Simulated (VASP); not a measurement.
Level of theory: RPBE GGA, VASP's PBE PAW potentials (set 64) (plane waves; VASP).

Input for VASP

POSCAR:
```
CdS
1
    0.0000000000     2.9682000000     2.9682000000
    2.9682000000     0.0000000000     2.9682000000
    2.9682000000     2.9682000000     0.0000000000
Cd S
1 1
Direct
  0.0000000000   0.0000000000   0.0000000000
  0.2500000000   0.2500000000   0.2500000000
```

### INCAR
```
ALGO  =  Normal
EDIFF  =  1E-6
ENCUT  =  400
GGA  =  RP
ISIF  =  2
ISMEAR  =  0
LASPH  =  T
LCHARG  =  F
LMAXMIX  =  4
LREAL  =  F
LWAVE  =  F
NELM  =  100
PREC  =  Accurate
SIGMA  =  0.05
SYSTEM  =  CdS
```

KPOINTS:
```
Automatic mesh
0
Gamma
7 7 7
0 0 0
```

POTCAR, in this order: Cd S (PBE.64 set). Program: vasp_std.

**Question.** What will the output report for the number of irreducible k-points (NKPTS), number of bands (NBANDS), largest plane-wave count, number of space-group operations, FFT grid (NGX, NGY, NGZ)?

**Answer.** 
| Quantity | Value |
|---|---|
| number of irreducible k-points (NKPTS) | 20 |
| number of bands (NBANDS) | 13 |
| largest plane-wave count | 966 |
| number of space-group operations | 24 |
| FFT grid (NGX, NGY, NGZ) | 28 × 28 × 28 |

The compound is CdS in the zinc blende structure, a metastable form; wurtzite is the usual one. The cell was not relaxed at this level. The run is one of a series of settings (GGA = RP against the base run), some of them coarse on purpose.
